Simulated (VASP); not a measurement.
Energy against volume of GaAs (zinc blende). The numbers are results of PBE GGA with D3 dispersion (Becke-Johnson damping), VASP's PBE PAW potentials (set 64) (plane waves; VASP), not measurements. Numerical set-up: 520 eV cut-off, 8×8×8 Γ-centred mesh, Gaussian smearing of 0.050 eV, potentials Ga_d As.

```json
[
 {"V (Å³/atom)": "21.535", "E (eV/atom)": "-4.42979"},
 {"V (Å³/atom)": "22.222", "E (eV/atom)": "-4.44476"},
 {"V (Å³/atom)": "22.910", "E (eV/atom)": "-4.44938"},
 {"V (Å³/atom)": "23.597", "E (eV/atom)": "-4.44529"}
]
```

Task: Fit these four points and predict the energy of the run at 24.284 Å³/atom.

Result: A cubic in V^(−2/3), the third-order Birch-Murnaghan form, passes through the four points with V0 = 22.91 Å³/atom and B0 = 67 GPa, and gives -4.4339 eV/atom there. The run gave -4.4339 eV/atom, -0.0 meV/atom from the fit; all five points give B0 = 67 GPa.

The compound is GaAs in the zinc blende structure. It was relaxed first.
